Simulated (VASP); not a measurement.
Method: r2SCAN meta-GGA, VASP's PBE PAW potentials (set 64) (plane waves; VASP).

VASP input:

KPOINTS:
```
Automatic
0
gamma
12 12 12
0 0 0
```

**POSCAR**
```
RuAl
1
    2.9816318972    -0.0000000000     0.0000000000
   -0.0000000000     2.9816318972    -0.0000000000
    0.0000000000    -0.0000000000     2.9816318972
Al Ru
1 1
Direct
  0.5000000000   0.5000000000   0.5000000000
  0.0000000000   0.0000000000   0.0000000000
```

INCAR:
```
SYSTEM = RuAl
PREC = Accurate
ENCUT = 480
EDIFF = 1E-7
NELM = 100
ALGO = Normal
LREAL = .FALSE.
LASPH = .TRUE.
ISMEAR = 1
SIGMA = 0.1
METAGGA = R2SCAN
LMIXTAU = .TRUE.
LMAXMIX = 4
LWAVE = .FALSE.
LCHARG = .FALSE.
ISIF = 2
```

POTCAR, in this order: Al Ru_pv (PBE.64 set). Program: vasp_std.

The run wrote:

File OSZICAR:
```
       N       E                     dE             d eps       ncg     rms          rms(c)
DAV:   1     0.880182025818E+02    0.88018E+02   -0.92649E+03  2080   0.129E+03
DAV:   2    -0.364599424469E+02   -0.12448E+03   -0.12009E+03  2192   0.348E+02
DAV:   3    -0.388643139361E+02   -0.24044E+01   -0.23424E+01  2448   0.492E+01
DAV:   4    -0.388887525091E+02   -0.24439E-01   -0.24424E-01  2376   0.506E+00
DAV:   5    -0.388896539441E+02   -0.90144E-03   -0.90140E-03  2836   0.706E-01    0.158E+01
DAV:   6    -0.336393025134E+02    0.52504E+01   -0.75381E+00  2124   0.365E+01    0.391E+00
DAV:   7    -0.335876182319E+02    0.51684E-01   -0.82410E-01  2144   0.110E+01    0.205E+00
DAV:   8    -0.336099750558E+02   -0.22357E-01   -0.29871E-02  2084   0.214E+00    0.889E-01
DAV:   9    -0.336153740097E+02   -0.53990E-02   -0.29322E-02  2172   0.198E+00    0.454E-01
DAV:  10    -0.336152663064E+02    0.10770E-03   -0.34444E-03  2220   0.720E-01    0.152E-01
DAV:  11    -0.336153097419E+02   -0.43436E-04   -0.48120E-04  2376   0.263E-01    0.264E-02
DAV:  12    -0.336152443854E+02    0.65356E-04   -0.56184E-05  2168   0.913E-02    0.821E-03
DAV:  13    -0.336152269422E+02    0.17443E-04   -0.12787E-05  2432   0.430E-02    0.712E-03
DAV:  14    -0.336152275217E+02   -0.57944E-06   -0.10213E-06  2260   0.129E-02    0.263E-03
DAV:  15    -0.336152273902E+02    0.13143E-06   -0.18929E-07  1780   0.523E-03    0.129E-03
DAV:  16    -0.336152274659E+02   -0.75650E-07   -0.12869E-07  1504   0.422E-03
   1 F= -.33615227E+02 E0= -.33615175E+02  d E =-.155906E-03
```

File OUTCAR:
```
------------------------ aborting loop because EDIFF is reached ----------------------------------------
  FORCE on cell =-STRESS in cart. coord.  units (eV):
  Direction    XX          YY          ZZ          XY          YZ          ZX
  --------------------------------------------------------------------------------------
  Total        0.0194015      0.0194015      0.0194015      0.0000000     -0.0000000      0.0000000
  in kB        1.1726900      1.1726900      1.1726900      0.0000000     -0.0000000      0.0000000
  external PRESSURE =       1.1726900 kB  Pullay stress =       0.0000000 kB
  volume of cell :       26.51
      direct lattice vectors                 reciprocal lattice vectors
     2.981631897  0.000000000  0.000000000     0.335386806  0.000000000  0.000000000
     0.000000000  2.981631897  0.000000000     0.000000000  0.335386806  0.000000000
     0.000000000  0.000000000  2.981631897     0.000000000  0.000000000  0.335386806
 POSITION                                       TOTAL-FORCE (eV/Angst)
 -----------------------------------------------------------------------------------
      1.49082      1.49082      1.49082         0.000000      0.000000      0.000000
      0.00000      0.00000      0.00000         0.000000      0.000000      0.000000
 -----------------------------------------------------------------------------------
    total drift:                               -0.000000      0.000000      0.000000
  FREE ENERGIE OF THE ION-ELECTRON SYSTEM (eV)
  ---------------------------------------------------
  free  energy   TOTEN  =       -33.6152274659 eV

  energy  without entropy=      -33.6150715595  energy(sigma->0) =      -33.61517550
```
(Selected blocks of OUTCAR.)

**OUTCAR**
```
 val. band max:       10.6813424522   @ k =   0.0833   0.0833   0.0000

 cond. band min:      10.6986552323   @ k =   0.2500   0.0833   0.0833


 Fermi energy:        10.6938582638

 k-point     1 :       0.0000    0.0000    0.0000
  band No.  band energies     occupation
      1     -32.3709      2.00000
      2     -32.3709      2.00000
      3     -32.3709      2.00000
      4       0.4763      2.00000
      5       6.9682      2.00000
      6       6.9682      2.00000
      7      10.8835     -0.02204
      8      10.8835     -0.02204
      9      10.8835     -0.02204
     10      17.2742      0.00000
     11      17.2742      0.00000
     12      17.2742      0.00000

 k-point     2 :       0.0833    0.0000    0.0000
  band No.  band energies     occupation
      1     -32.3873      2.00000
      2     -32.3695      2.00000
      3     -32.3695      2.00000
      4       0.6189      2.00000
      5       7.0147      2.00000
      6       7.0199      2.00000
      7      10.7094      0.74107
      8      10.7094      0.74107
      9      10.9008     -0.01271
     10      16.5994      0.00000
     11      17.5548      0.00000
     12      17.5548      0.00000

 k-point     3 :       0.1667    0.0000    0.0000
  band No.  band energies     occupation
      1     -32.4317      2.00000
      2     -32.3657      2.00000
      3     -32.3657      2.00000
      4       1.0372      2.00000
      5       7.0993      2.00000
      6       7.1659      2.00000
      7      10.2865      2.00000
      8      10.2865      2.00000
      9      10.9484     -0.00188
     10      15.2954      0.00000
     11      18.2970      0.00000
     12      18.2970      0.00000

 k-point     4 :       0.2500    0.0000    0.0000
  band No.  band energies     occupation
      1     -32.4920      2.00000
      2     -32.3605      2.00000
      3     -32.3605      2.00000
      4       1.7050      2.00000
      5       7.0521      2.00000
      6       7.3781      2.00000
...
```

The compound is RuAl in the CsCl type structure. It was relaxed first. The electron count is odd and the run is not spin-polarised, which forces a metal.
